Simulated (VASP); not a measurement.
All values below come from PBE GGA, VASP's PBE PAW potentials (set 64) (plane waves; VASP).

Input for VASP

**INCAR**
```
# general
SYSTEM  = Al3Sc
PREC    = Accurate
ENCUT   = 400
LREAL   = .False.
LASPH   = .True.

# electronic loop
EDIFF   = 1E-6
NELM    = 100
ALGO    = Normal
LMAXMIX = 4

# smearing
ISMEAR  = 1
SIGMA   = 0.1

# functional
GGA     = PE

# ions
ISIF    = 2

# output
LWAVE   = .False.
LCHARG  = .False.
```

File POSCAR:
```
Al3Sc
1
    4.1820000000     0.0000000000     0.0000000000
    0.0000000000     4.1820000000     0.0000000000
    0.0000000000     0.0000000000     4.1820000000
Sc Al
1 3
Direct
  0.0000000000   0.0000000000   0.0000000000
  0.0000000000   0.5000000000   0.5000000000
  0.5000000000   0.0000000000   0.5000000000
  0.5000000000   0.5000000000   0.0000000000
```

KPOINTS:
```
Automatic mesh
0
Gamma
6 6 6
0 0 0
```

POTCAR, in this order: Sc_sv Al (PBE.64 set). Program: vasp_std.

Output

File OUTCAR:
```
 ion  position               nearest neighbor table
   1  0.000  0.000  0.000-   2 2.96   3 2.96   4 2.96   2 2.96   3 2.96   2 2.96   4 2.96   2 2.96
                             3 2.96   4 2.96   3 2.96   4 2.96
   2  0.000  0.500  0.500-   1 2.96   3 2.96   4 2.96   1 2.96   4 2.96   1 2.96   3 2.96   1 2.96
                             3 2.96   4 2.96   4 2.96   3 2.96
   3  0.500  0.000  0.500-   1 2.96   2 2.96   4 2.96   1 2.96   4 2.96   2 2.96   4 2.96   4 2.96
                             1 2.96   2 2.96   1 2.96   2 2.96
   4  0.500  0.500  0.000-   1 2.96   2 2.96   3 2.96   2 2.96   3 2.96   1 2.96   3 2.96   3 2.96
                             1 2.96   2 2.96   2 2.96   1 2.96
  LATTYP: Found a simple cubic cell.
 ALAT       =     4.1820000000
 Subroutine PRICEL returns:
 Original cell was already a primitive cell.
 Subroutine GETGRP returns: Found 48 space group operations
The static configuration has the point symmetry O_h .
The dynamic configuration has the point symmetry O_h .
 Subroutine INISYM returns: Found 48 space group operations
 Subroutine IBZKPT returns following result:
 Found     20 irreducible k-points:

 Following reciprocal coordinates:
            Coordinates               Weight
  0.000000  0.000000  0.000000      1.000000
  0.166667  0.000000  0.000000      6.000000
  0.333333  0.000000  0.000000      6.000000
  0.500000  0.000000  0.000000      3.000000
  0.166667  0.166667  0.000000     12.000000
  0.333333  0.166667  0.000000     24.000000
  0.500000  0.166667  0.000000     12.000000
  0.333333  0.333333  0.000000     12.000000
  0.500000  0.333333  0.000000     12.000000
  0.500000  0.500000  0.000000      3.000000
  0.166667  0.166667  0.166667      8.000000
  0.333333  0.166667  0.166667     24.000000
  0.500000  0.166667  0.166667     12.000000
  0.333333  0.333333  0.166667     24.000000
  0.500000  0.333333  0.166667     24.000000
  0.500000  0.500000  0.166667      6.000000
  0.333333  0.333333  0.333333      8.000000
  0.500000  0.333333  0.333333     12.000000
  0.500000  0.500000  0.333333      6.000000
  0.500000  0.500000  0.500000      1.000000
   k-points           NKPTS =     20   k-points in BZ     NKDIM =     20   number of bands    NBANDS=     14
   number of dos      NEDOS =    301   number of ions     NIONS =      4
   total plane-waves  NPLWV =  21952
   dimension x,y,z NGX =    28 NGY =   28 NGZ =   28
   dimension x,y,z NGXF=    56 NGYF=   56 NGZF=   56
   ions per type =               1   3
   PREC   = accura    normal or accurate (medium, high low for compatibility)
   ISTART =      0    job   : 0-new  1-cont  2-samecut
   ICHARG =      2    charge: 1-file 2-atom 10-const
   ISPIN  =      1    spin polarized calculation?
   LNONCOLLINEAR =      F non collinear calculations
   LSORBIT =      F    spin-orbit coupling
   INIWAV =      1    electr: 0-lowe 1-rand  2-diag
   ENCUT  =  400.0 eV  29.40 Ry    5.42 a.u.   6.82  6.82  6.82*2*pi/ulx,y,z
   NELM   =    100;   NELMIN=  2; NELMDL= -5     # of ELM steps
   EDIFF  = 0.1E-05   stopping-criterion for ELM
   LREAL  =      F    real-space projection
   NLSPLINE    = F    spline interpolate recip. space projectors
   LMAXMIX     =    4 max onsite mixed and CHGCAR
   VOSKOWN=      0    Vosko Wilk Nusair interpolation
   EDIFFG = 0.1E-04   stopping-criterion for IOM
   NSW    =      0    number of steps for IOM
   NBLOCK =      1;   KBLOCK =      1    inner block; outer block
   IBRION =     -1    ionic relax: 0-MD 1-quasi-New 2-CG
   NFREE  =      0    steps in history (QN), initial steepest desc. (CG)
   ISIF   =      2    stress and relaxation
   ISYM   =      2    0-nonsym 1-usesym 2-fastsym
   TEIN   =    0.0    initial temperature
   TEBEG  =    0.0;   TEEND  =   0.0 temperature during run
   SMASS  =  -3.00    Nose mass-parameter (am)
   PSTRESS=    0.0 pullay stress
   NELECT =      20.0000    total number of electrons
   EFERMI =   0.00;   METHOD = LEGACY
...
```

File OSZICAR:
```
       N       E                     dE             d eps       ncg     rms          rms(c)
DAV:   1     0.965555307794E+02    0.96556E+02   -0.72076E+03   560   0.104E+03
DAV:   2    -0.133986279151E+02   -0.10995E+03   -0.10832E+03   584   0.337E+02
DAV:   3    -0.201659074920E+02   -0.67673E+01   -0.64476E+01   824   0.656E+01
DAV:   4    -0.203057781778E+02   -0.13987E+00   -0.13971E+00   776   0.109E+01
DAV:   5    -0.203102860423E+02   -0.45079E-02   -0.45071E-02   822   0.192E+00    0.794E+00
DAV:   6    -0.192963948301E+02    0.10139E+01   -0.53437E+00   910   0.256E+01    0.269E+00
DAV:   7    -0.192505979311E+02    0.45797E-01   -0.11933E-01   774   0.317E+00    0.163E+00
DAV:   8    -0.192267806215E+02    0.23817E-01   -0.41829E-02   812   0.179E+00    0.238E-01
DAV:   9    -0.192264803510E+02    0.30027E-03   -0.33515E-03   734   0.621E-01    0.102E-01
DAV:  10    -0.192264145485E+02    0.65803E-04   -0.23932E-04   924   0.168E-01    0.640E-02
DAV:  11    -0.192264162303E+02   -0.16818E-05   -0.26358E-05   870   0.371E-02    0.381E-02
DAV:  12    -0.192264067269E+02    0.95034E-05   -0.53387E-05   936   0.852E-02    0.379E-03
DAV:  13    -0.192264065844E+02    0.14247E-06   -0.16982E-06   484   0.160E-02
   1 F= -.19226407E+02 E0= -.19224483E+02  d E =-.577208E-02
```

File OUTCAR:
```
------------------------ aborting loop because EDIFF is reached ----------------------------------------
  FORCE on cell =-STRESS in cart. coord.  units (eV):
  Direction    XX          YY          ZZ          XY          YZ          ZX
  --------------------------------------------------------------------------------------
  Total       -1.9432720     -1.9432720     -1.9432720      0.0000000      0.0000000      0.0000000
  in kB      -42.5688660    -42.5688660    -42.5688660      0.0000000      0.0000000      0.0000000
  external PRESSURE =     -42.5688660 kB  Pullay stress =       0.0000000 kB
  volume of cell :       73.14
      direct lattice vectors                 reciprocal lattice vectors
     4.182000000  0.000000000  0.000000000     0.239120038  0.000000000  0.000000000
     0.000000000  4.182000000  0.000000000     0.000000000  0.239120038  0.000000000
     0.000000000  0.000000000  4.182000000     0.000000000  0.000000000  0.239120038
 POSITION                                       TOTAL-FORCE (eV/Angst)
 -----------------------------------------------------------------------------------
      0.00000      0.00000      0.00000         0.000000      0.000000      0.000000
      0.00000      2.09100      2.09100         0.000000      0.000000      0.000000
      2.09100      0.00000      2.09100         0.000000      0.000000      0.000000
      2.09100      2.09100      0.00000         0.000000      0.000000      0.000000
 -----------------------------------------------------------------------------------
    total drift:                               -0.000000     -0.000000     -0.000000
  FREE ENERGIE OF THE ION-ELECTRON SYSTEM (eV)
  ---------------------------------------------------
  free  energy   TOTEN  =       -19.2264065844 eV

  energy  without entropy=      -19.2206345036  energy(sigma->0) =      -19.22448256
```
(Selected blocks of OUTCAR.)

The compound is Al3Sc in the L1_2 structure. The cell was not relaxed at this level.
